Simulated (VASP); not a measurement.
# Cs3ScGe2O8 (P1) in VASP: notebook

One crystal, Cs3ScGe2O8, is run at these levels: PBE; tasks: single point.

Program: VASP 6.6.1. These are calculated values, not measurements. Logs are shortened: lines on timing, memory, paths and dates and some standing lists are left out, and cuts for length are marked.

## 1. The structure

The typed cell holds 14 atoms: a = 6.024 Å, b = 6.208 Å, c = 8.084 Å, α = 85.76°, β = 91.87°, γ = 122.46°.

The cell was built by a generator and needn't be a form met in nature.

## 2. Single point, PBE

INCAR

```
SYSTEM = Cs3ScGe2O8
PREC = Accurate
ENCUT = 520
EDIFF = 1E-7
ISMEAR = 1
SIGMA = 0.15
LREAL = .False.
LASPH = .True.
NELM = 100
ALGO = Fast
ISIF = 2
LWAVE = .False.
LCHARG = .False.
GGA = PE
NBANDS = 70
```

KPOINTS

```
Automatic mesh
0
Gamma
  3 3 2
  0 0 0
```

POSCAR

```
Cs3ScGe2O8
1.0
    6.0209320000     -0.1825540000     -0.0967050000
   -3.1685620000      5.3332540000      0.2304150000
   -0.1254090000      0.2726270000      8.0786830000
Sc Ge O Cs
1 2 8 3
Direct
   -0.0008045958      0.0032487516      0.5004482328
    0.6622618065      0.3307603894      0.7428294776
    0.3235891835      0.6652267142      0.2548810838
    0.6813984379      0.3394643419      0.9615645223
    0.3252459883      0.6654661792      0.0450057916
    0.3390638807      0.1611669574      0.6629832967
    0.8209263164      0.1698688517      0.6567275072
    0.8284897413      0.6589334383      0.6727423210
    0.1713539912      0.3377447458      0.3365911662
    0.1813521079      0.8321836118      0.3299232150
    0.6460427163      0.8033902253      0.3313998584
    0.6713382614      0.3291156750      0.3137143243
    0.3249799187      0.6664755099      0.6947668609
    0.9924422844      0.9974812237      0.9987513429
```

Potentials or basis: VASP PAW PBE potentials, release 64 (Sc_sv, Ge_d, O, Cs_sv).

Run with:

```bash
$ cat potpaw_PBE.64/Sc_sv/POTCAR potpaw_PBE.64/Ge_d/POTCAR potpaw_PBE.64/O/POTCAR potpaw_PBE.64/Cs_sv/POTCAR > POTCAR
$ mpirun -np 1 vasp_std > vasp.out
```

OUTCAR:

```text
SYSTEM = Cs3ScGe2O8
   PREC = Accurate
   ENCUT = 520
   EDIFF = 1E-7
   ISMEAR = 1
   LREAL = .False.
   LASPH = .True.
   NELM = 100
   ISIF = 2
   GGA = PE

 ion  position               nearest neighbor table
   1  0.999  0.003  0.500-   9 2.12   6 2.18   8 2.20  11 2.27   7 2.30  10 2.41
   2  0.662  0.331  0.743-   6 1.77   4 1.77   8 1.77   7 1.89
   3  0.324  0.665  0.255-   5 1.70  11 1.76   9 1.80  10 1.80
   4  0.681  0.339  0.962-   2 1.77
   5  0.325  0.665  0.045-   3 1.70
   6  0.339  0.161  0.663-   2 1.77   1 2.18
   7  0.821  0.170  0.657-   2 1.89   1 2.30
   8  0.828  0.659  0.673-   2 1.77   1 2.20
   9  0.171  0.338  0.337-   3 1.80   1 2.12
  10  0.181  0.832  0.330-   3 1.80   1 2.41
  11  0.646  0.803  0.331-   3 1.76   1 2.27
  12  0.671  0.329  0.314-
  13  0.325  0.666  0.695-
  14  0.992  0.997  0.999-

  LATTYP: Found a triclinic cell.
 ALAT       =     5.8892786885
 B/A-ratio  =     1.7267869539
 C/A-ratio  =     1.3727070827
 COS(alpha) =     0.0065757245
 COS(beta)  =     0.0446689477
 COS(gamma) =     0.8499466212

  Lattice vectors:

 A1 = (  -2.8523700000,  -5.1507000000,  -0.1337100000)
 A2 = (  -8.8733020000,  -4.9681460000,  -0.0370050000)
 A3 = (   0.1254090000,  -0.2726270000,  -8.0786830000)

Analysis of symmetry for initial positions (statically):
=====================================================================
 Subroutine PRICEL returns:
 Original cell was already a primitive cell.

 Routine SETGRP: Setting up the symmetry group for a
 triclinic supercell.

 Subroutine GETGRP returns: Found  1 space group operations
 (whereof  1 operations were pure point group operations)
 out of a pool of  2 trial point group operations.

The static configuration has the point symmetry C_1 .

Analysis of symmetry for dynamics (positions and initial velocities):
=====================================================================
 Subroutine PRICEL returns:
 Original cell was already a primitive cell.

 Routine SETGRP: Setting up the symmetry group for a
 triclinic supercell.

 Subroutine GETGRP returns: Found  1 space group operations
 (whereof  1 operations were pure point group operations)
 out of a pool of  2 trial point group operations.

The dynamic configuration has the point symmetry C_1 .

 Subroutine INISYM returns: Found  1 space group operations
 (whereof  1 operations are pure point group operations),
 and found     1 'primitive' translations

----------------------------------------------------------------------------------------

                                     Primitive cell

  volume of cell :     254.3888

  direct lattice vectors                    reciprocal lattice vectors
     6.020932000 -0.182554000 -0.096705000     0.169122419  0.100511150 -0.000766533
    -3.168562000  5.333254000  0.230415000     0.005693770  0.191160425 -0.006362602
    -0.125409000  0.272627000  8.078683000     0.001862068 -0.004248997  0.123954847

  length of vectors
     6.024475078  6.207775322  8.084254568     0.196737062  0.191351012  0.124041627

  position of ions in fractional coordinates (direct lattice)
     0.999195404  0.003248752  0.500448233
     0.662261806  0.330760389  0.742829478
     0.323589183  0.665226714  0.254881084
     0.681398438  0.339464342  0.961564522
     0.325245988  0.665466179  0.045005792
     0.339063881  0.161166957  0.662983297
     0.820926316  0.169868852  0.656727507
     0.828489741  0.658933438  0.672742321
     0.171353991  0.337744746  0.336591166
     0.181352108  0.832183612  0.329923215
     0.646042716  0.803390225  0.331399858
     0.671338261  0.329115675  0.313714324
     0.324979919  0.666475510  0.694766861
     0.992442284  0.997481224  0.998751343

  ion indices of the primitive-cell ions
   primitive index   ion index
                 1           1
                 2           2
                 3           3
                 4           4
                 5           5
                 6           6
                 7           7
                 8           8
                 9           9
                10          10
                11          11
                12          12
                13          13
                14          14

----------------------------------------------------------------------------------------

 KPOINTS: Automatic mesh

Automatic generation of k-mesh.
 Grid dimensions read from file:
 generate k-points for:    3    3    2

 Generating k-lattice:

  Cartesian coordinates                     Fractional coordinates (reciprocal lattice)
     0.056374140  0.033503717 -0.000255511     0.333333333 -0.000000000  0.000000000
     0.001897923  0.063720142 -0.002120867    -0.000000000  0.333333333  0.000000000
     0.000931034 -0.002124498  0.061977423     0.000000000 -0.000000000  0.500000000

  Length of vectors
     0.065579021  0.063783671  0.062020814

  Shift w.r.t. Gamma in fractional coordinates (k-lattice)
     0.000000000  0.000000000  0.000000000

 Subroutine IBZKPT returns following result:
 ===========================================

 Found     10 irreducible k-points:

 Following reciprocal coordinates:
            Coordinates               Weight
  0.000000  0.000000  0.000000      1.000000
  0.333333 -0.000000 -0.000000      2.000000
 -0.000000  0.333333 -0.000000      2.000000
  0.333333  0.333333  0.000000      2.000000
 -0.333333  0.333333  0.000000      2.000000
  0.000000  0.000000  0.500000      1.000000
  0.333333  0.000000  0.500000      2.000000
 -0.000000  0.333333  0.500000      2.000000
  0.333333  0.333333  0.500000      2.000000
 -0.333333  0.333333  0.500000      2.000000
   k-points           NKPTS =     10   k-points in BZ     NKDIM =     10   number of bands    NBANDS=     70
   number of dos      NEDOS =    301   number of ions     NIONS =     14
   total plane-waves  NPLWV = 138240
   dimension x,y,z NGX =    48 NGY =   48 NGZ =   60
   dimension x,y,z NGXF=    96 NGYF=   96 NGZF=  120
   ions per type =               1   2   8   3
   NGX,Y,Z   is equivalent  to a cutoff of  13.25, 12.85, 12.34 a.u.
   NGXF,Y,Z  is equivalent  to a cutoff of  26.49, 25.71, 24.68 a.u.
 SYSTEM =  Cs3ScGe2O8
   PREC   = accura    normal or accurate (medium, high low for compatibility)
   ISTART =      0    job   : 0-new  1-cont  2-samecut
   ICHARG =      2    charge: 1-file 2-atom 10-const
   ISPIN  =      1    spin polarized calculation?
   LNONCOLLINEAR =      F non collinear calculations
   LSORBIT =      F    spin-orbit coupling
   LASPH  =      T    aspherical Exc in radial PAW
   ENCUT  =  520.0 eV  38.22 Ry    6.18 a.u.  11.20 11.54 15.03*2*pi/ulx,y,z
   NELM   =    100;   NELMIN=  2; NELMDL= -5     # of ELM steps
   EDIFF  = 0.1E-06   stopping-criterion for ELM
   LREAL  =      F    real-space projection
   EDIFFG = 0.1E-05   stopping-criterion for IOM
   NSW    =      0    number of steps for IOM
   IBRION =     -1    ionic relax: 0-MD 1-quasi-New 2-CG
   NFREE  =      0    steps in history (QN), initial steepest desc. (CG)
   ISIF   =      2    stress and relaxation
   ISYM   =      2    0-nonsym 1-usesym 2-fastsym
   POTIM  = 0.5000    time-step for ionic-motion
   TEBEG  =    0.0;   TEEND  =   0.0 temperature during run
   PSTRESS=    0.0 pullay stress
   NELECT =     114.0000    total number of electrons
   NUPDOWN=      -1.0000    fix difference up-down
   EMIN   =  10.00;   EMAX   =-10.00  energy-range for DOS
   EFERMI =   0.00;   METHOD = LEGACY
   ISMEAR =     1;   SIGMA  =   0.15  broadening in eV -4-tet -1-fermi 0-gaus
   EFERMI_NEDOS =   21; number of points for ismear=-14 and -15
   IALGO  =     68    algorithm
   IMIX   =      4    mixing-type and parameters
     AMIX     =   0.40;   BMIX     =  1.00
     AMIX_MAG =   1.60;   BMIX_MAG =  1.00
  volume/ion in A,a.u.               =      18.17       122.62
  Fermi-wavevector in a.u.,A,eV,Ry     =   1.252787  2.367423 21.353995  1.569474
  Thomas-Fermi vector in A             =   2.386670
   LORBIT       =      0    0 simple, 1 ext, 2 COOP (PROOUT), +10 PAW based schemes
   GGA     = PE    functional components
   LHFCALC =     F    Hartree Fock is set to
   AEXX    =    0.0000 exact exchange contribution
   IVDW    =     0    specifies the selected vdW correction
   LEPSILON=     F    determine dielectric tensor
   LRPA    =     F    only Hartree local field effects (RPA)
 non-spin polarized calculation
 RMM-DIIS sequential band-by-band and
 Methfessel and Paxton  Order N= 1 SIGMA  =   0.15
  energy-cutoff  :      520.00
  volume of cell :      254.39
 maximum number of plane-waves:      6860
 NGX is ok and might be reduce to    48
   NGX = 23   NGY = 23   NGZ = 31

 number of electron     114.0000019 magnetization

 Free energy of the ion-electron system (eV)
  ---------------------------------------------------
  ext. energy  EPLUGINS =         0.00000000
  ---------------------------------------------------
  free energy    TOTEN  =       -81.30078593 eV

  energy without entropy =      -81.28964792  energy(sigma->0) =      -81.29707326

 E-fermi :   0.5268     XC(G=0):  -9.4839

 val. band max:        0.5094155524   @ k =   0.0000   0.0000   0.0000
 cond. band min:       0.5323975760   @ k =   0.0000   0.0000   0.5000
 fundamental gap:      0.0229820237
 Fermi energy:         0.5267544666

 k-point     1 :       0.0000    0.0000    0.0000
  band No.  band energies     occupation
      1     -47.9149      2.00000
      2     -26.5259      2.00000
      3     -26.4815      2.00000
      4     -26.4641      2.00000
      5     -22.5117      2.00000
      6     -22.4812      2.00000
[... 61 lines left out ...]
     68       7.6163      0.00000
     69       7.7555      0.00000
[... 646 lines left out ...]
     68       8.2334      0.00000
     69       8.6340      0.00000
 [bands above 69 left out]

------------------------ aborting loop because EDIFF is reached ----------------------------------------

  FORCE on cell =-STRESS in cart. coord.  units (eV):
  Direction    XX          YY          ZZ          XY          YZ          ZX
  --------------------------------------------------------------------------------------
  -------------------------------------------------------------------------------------
  Total        0.1788486     -1.2169733     -0.0533557      4.1110749     -2.7758846      1.3627796
  in kB        1.1264144     -7.6646731     -0.3360421     25.8921409    -17.4829208      8.5829819
  external PRESSURE =      -2.2914336 kB  Pullay stress =       0.0000000 kB

 VOLUME and BASIS-vectors are now :
 -----------------------------------------------------------------------------
  energy-cutoff  :      520.00
  volume of cell :      254.39
      direct lattice vectors                 reciprocal lattice vectors
     6.020932000 -0.182554000 -0.096705000     0.169122419  0.100511150 -0.000766533
    -3.168562000  5.333254000  0.230415000     0.005693770  0.191160425 -0.006362602
    -0.125409000  0.272627000  8.078683000     0.001862068 -0.004248997  0.123954847

 POSITION                                       TOTAL-FORCE (eV/Angst)
 -----------------------------------------------------------------------------------
      5.94303     -0.02864      3.94708        -0.049079      0.001798      0.070331
      2.84624      1.84565      6.01325         0.774338     -0.484508     -0.033194
     -0.19147      3.55824      2.18109        -0.083094     -0.049129      1.415470
      2.90645      1.94821      7.78050         0.029489     -0.357048     -0.757108
     -0.15593      3.50199      0.48547        -0.108665      0.072146     -1.291526
      1.44767      0.97839      5.36038        -0.713463     -0.246074     -0.585540
      4.32214      0.93513      5.26525        -0.275774      0.280331      0.013477
      2.81604      3.54642      5.50658        -0.063529      0.618337     -0.930191
     -0.08067      1.86176      2.78046        -0.246628     -0.673038      0.664868
     -1.58629      4.49509      2.83955        -0.337921     -0.111556      0.517197
      1.30263      4.25709      2.79991         1.089262      1.019086      1.052893
      2.95992      1.71823      2.54531        -0.286852      0.080815     -0.352815
     -0.24222      3.68457      5.73494         0.250214     -0.145191      0.180349
      2.68959      5.41093      8.20246         0.021701     -0.005968      0.035792
 -----------------------------------------------------------------------------------
    total drift:                               -0.000218      0.000826     -0.000172

  FREE ENERGIE OF THE ION-ELECTRON SYSTEM (eV)
  ---------------------------------------------------
  free  energy   TOTEN  =       -81.3007859257 eV

  energy  without entropy=      -81.2896479200  energy(sigma->0) =      -81.29707326
```

It took 4.9 min on 1 thread of AMD EPYC 9R45 (Zen 5), shared host; peak memory 0.43 GiB.

Results:

| Quantity | Value |
| --- | --- |
| Free energy | -81.3008 eV |
| Pressure | -0.2 GPa |
| Largest force | 1.826 eV/Å |
| Band gap on the k mesh | none (metal or under the smearing width) |

Forces on the atoms (eV/Å):
```
Sc  -0.049  0.002  0.070
Ge   0.774 -0.485 -0.033
Ge  -0.083 -0.049  1.415
O    0.029 -0.357 -0.757
O   -0.109  0.072 -1.292
O   -0.713 -0.246 -0.586
O   -0.276  0.280  0.013
O   -0.064  0.618 -0.930
O   -0.247 -0.673  0.665
O   -0.338 -0.112  0.517
O    1.089  1.019  1.053
Cs  -0.287  0.081 -0.353
Cs   0.250 -0.145  0.180
Cs   0.022 -0.006  0.036
```

Caveat: the k mesh is coarse (spacing up to 0.41 Å⁻¹), so the values aren't converged; forces of over 1 eV/Å show positions far from the minimum, so gaps and moduli don't describe the material at rest.

## 3. Single point, PBE

INCAR

```
SYSTEM = Cs3ScGe2O8
ALGO = Fast
EDIFF = 1E-7
ENCUT = 520
GGA = PE
ISIF = 2
ISMEAR = 1
LASPH = .TRUE.
LCHARG = .FALSE.
LREAL = .FALSE.
LWAVE = .FALSE.
NBANDS = 70
NELM = 100
PREC = Accurate
SIGMA = 0.15
```

KPOINTS

```
k-points
0
G
  3 3 2
  0 0 0
```

POSCAR

```
Cs3ScGe2O8
1.0
    6.0209320000     -0.1825540000     -0.0967050000
   -3.1685620000      5.3332540000      0.2304150000
   -0.1254090000      0.2726270000      8.0786830000
Sc Ge O Cs
1 2 8 3
Direct
   -0.0032453441      0.0021418907      0.5024861893
    0.6623833730      0.3277401602      0.7427555376
    0.3265973860      0.6666300663      0.2559621455
    0.7027969061      0.3433123894      0.9526173574
    0.3250085630      0.6615379833      0.0410763337
    0.3198623437      0.1455453444      0.6515160277
    0.8178447541      0.1704393252      0.6504404121
    0.8314692035      0.6757344808      0.6714903740
    0.1613693590      0.3227553729      0.3417021741
    0.1877121911      0.8342762060      0.3324677990
    0.6531094555      0.7981693989      0.3363665523
    0.6713326660      0.3329841148      0.3140246610
    0.3248082105      0.6659327687      0.6938727116
    0.9910967987      0.9973932953      1.0004141318
```

Potentials or basis: VASP PAW PBE potentials, release 64 (Sc_sv, Ge_d, O, Cs_sv).

Run with:

```bash
$ cat potpaw_PBE.64/Sc_sv/POTCAR potpaw_PBE.64/Ge_d/POTCAR potpaw_PBE.64/O/POTCAR potpaw_PBE.64/Cs_sv/POTCAR > POTCAR
$ mpirun -np 1 vasp_std > vasp.out
```

Run time: 4.9 min. Hardware: 1 thread of AMD EPYC 9R45 (Zen 5), shared host; peak memory 0.43 GiB.

The run converged. Its results:

- Free energy: -81.2629 eV
- Pressure: -1.0 GPa
- Largest force: 2.098 eV/Å
- Band gap on the k mesh: none (metal or under the smearing width)

Forces on the atoms (eV/Å):
```
Sc  -0.248 -0.160 -0.088
Ge  -0.212 -0.005 -2.087
Ge   0.433 -0.740  0.806
O   -0.159 -0.382  0.466
O   -0.032  0.101  0.217
O    1.199  1.147  0.721
O   -0.580  0.451  0.210
O   -0.089 -1.441 -0.342
O   -0.219  1.095 -0.239
O   -0.083 -0.362  0.220
O    0.004  0.495  0.415
Cs  -0.213  0.002 -0.451
Cs   0.173 -0.202  0.154
Cs   0.025  0.002  0.000
```

Stress tensor (GPa, compression positive):
```
-0.88  1.69  0.33
 1.69 -2.65 -1.71
 0.33 -1.71  0.47
```

Levels at points of the mesh, in eV from the Fermi level:
```tsv
k point	band 53	band 54	band 55	band 56	band 57	band 58	band 59	band 60	band 61	band 62
(0.00, 0.00, 0.00)	-0.14	-0.08	-0.06	-0.02	0.06	0.09	3.95	4.66	4.69	4.92
(0.00, 0.00, 0.50)	-0.29	-0.22	-0.04	0.00	0.05	0.21	4.30	4.65	4.69	5.11
```

Caveat: the k mesh is coarse (spacing up to 0.41 Å⁻¹), so the values aren't converged; forces of over 1 eV/Å show positions far from the minimum, so gaps and moduli don't describe the material at rest. The run has no spin-orbit coupling, so splittings on Cs are missing.

## 4. Single point, PBE

INCAR

```
PREC     = Accurate       # precision mode
ENCUT    = 520            # plane-wave cutoff, eV
EDIFF    = 1E-6           # SCF threshold, eV
ISMEAR   = 1              # smearing method
SIGMA    = 0.15           # smearing width, eV
LREAL    = False          # projectors in reciprocal space
LASPH    = True           # aspherical terms in the spheres
NELM     = 100            # most SCF steps
ALGO     = Fast           # electronic algorithm
ISIF     = 2              # what is computed and relaxed
LWAVE    = False          # write WAVECAR
LCHARG   = True           # write CHGCAR
GGA      = PE             # functional
LELF     = True           # ELF
LVHAR    = True         
NBANDS   = 70             # bands
```

KPOINTS

```
Automatic mesh
0
Gamma
  3 3 2
```

POSCAR

```
Cs3ScGe2O8
1.0
    6.0209320000     -0.1825540000     -0.0967050000
   -3.1685620000      5.3332540000      0.2304150000
   -0.1254090000      0.2726270000      8.0786830000
Sc Ge O Cs
1 2 8 3
Direct
   -0.0067082249      0.0005686610      0.5043688746
    0.6620823920      0.3248154977      0.7394287305
    0.3296065057      0.6662310158      0.2584988144
    0.7203982823      0.3426729623      0.9466987534
    0.3251130865      0.6587293929      0.0383693639
    0.3174894580      0.1419783081      0.6445898281
    0.8120840300      0.1755107744      0.6452722889
    0.8259610181      0.6779495491      0.6677267588
    0.1549303525      0.3186959442      0.3452803153
    0.1910415163      0.8323142462      0.3367755589
    0.6636037214      0.7987034980      0.3443638686
    0.6710709438      0.3368642792      0.3139341317
    0.3246983627      0.6651150005      0.6931292492
    0.9897815741      0.9973072674      1.0020783429
```

Run with:

```bash
$ cat potpaw_PBE.64/Sc_sv/POTCAR potpaw_PBE.64/Ge_d/POTCAR potpaw_PBE.64/O/POTCAR potpaw_PBE.64/Cs_sv/POTCAR > POTCAR
$ mpirun -np 1 vasp_std > vasp.out
```

It took 4.8 min on 1 thread of AMD EPYC 9R45 (Zen 5), shared host; peak memory 0.44 GiB.

Results (log left out):

```yaml
Free_energy: -81.1414 eV
Pressure: -0.8 GPa
Largest_force: 2.394 eV/Å
Band_gap_on_the_k_mesh: none (metal or under the smearing width)
```

Forces on the atoms (eV/Å):
```
Sc  -0.341 -0.136 -0.193
Ge  -0.692  0.358 -2.226
Ge   0.789 -0.754  0.297
O   -0.278 -0.327  0.798
O    0.079  0.202  1.339
O    1.489  1.407  1.239
O   -0.029  0.122  0.025
O   -0.001 -1.833  0.006
O   -0.055  1.641 -0.606
O    0.082 -0.388 -0.001
O   -1.016  0.027 -0.280
Cs  -0.159 -0.094 -0.543
Cs   0.092 -0.227  0.164
Cs   0.039  0.002 -0.019
```

Stress tensor (GPa, compression positive):
```
-0.61  1.15 -0.03
 1.15 -2.39 -1.64
-0.03 -1.64  0.50
```

Levels at points of the mesh, in eV from the Fermi level:
```tsv
k point	band 53	band 54	band 55	band 56	band 57	band 58	band 59	band 60	band 61	band 62
(0.00, 0.00, 0.00)	-0.15	-0.10	-0.07	-0.03	0.05	0.09	3.95	4.77	4.89	5.08
(0.00, 0.00, 0.50)	-0.32	-0.22	-0.04	-0.01	0.04	0.22	4.40	4.70	4.90	5.25
```

Caveat: the k mesh is coarse (spacing up to 0.41 Å⁻¹), so the values aren't converged; forces of over 1 eV/Å show positions far from the minimum, so gaps and moduli don't describe the material at rest.
